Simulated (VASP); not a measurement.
Given:

```
Cu2ZnGeS4
1.0
   -2.63168     2.63168     5.24540
    2.63168    -2.63168     5.24540
    2.63168     2.63168    -5.24540
Cu Zn Ge S
2 1 1 4
Direct
  0.00000   0.00000   0.00000
  0.75000   0.25000   0.50000
  0.25000   0.75000   0.50000
  0.50000   0.50000   0.00000
  0.63023   0.62063   0.49773
  0.12289   0.13250   0.50227
  0.37937   0.87711   0.00961
  0.86750   0.36977   0.99039
```

The numbers are results of PBEsol GGA, VASP's PBE PAW potentials (set 64) (plane waves; VASP), not measurements. Numerical set-up: 400 eV cut-off, Gaussian smearing of 0.050 eV, potentials Cu Zn Ge_d S.

**Question.** Estimate the band gap (along the path) with the smallest direct gap where there is one.

**Answer.** 
```json
{
 "band gap (along the path)": "0.66 eV",
 "smallest direct gap (along the path)": "0.66 eV"
}
```

Only differences to runs with the same potentials and settings are physical.

The structure was generated: ZnCu2GeS4 was put into the kesterite type (I-4), which need not be its known phase. It was relaxed first.
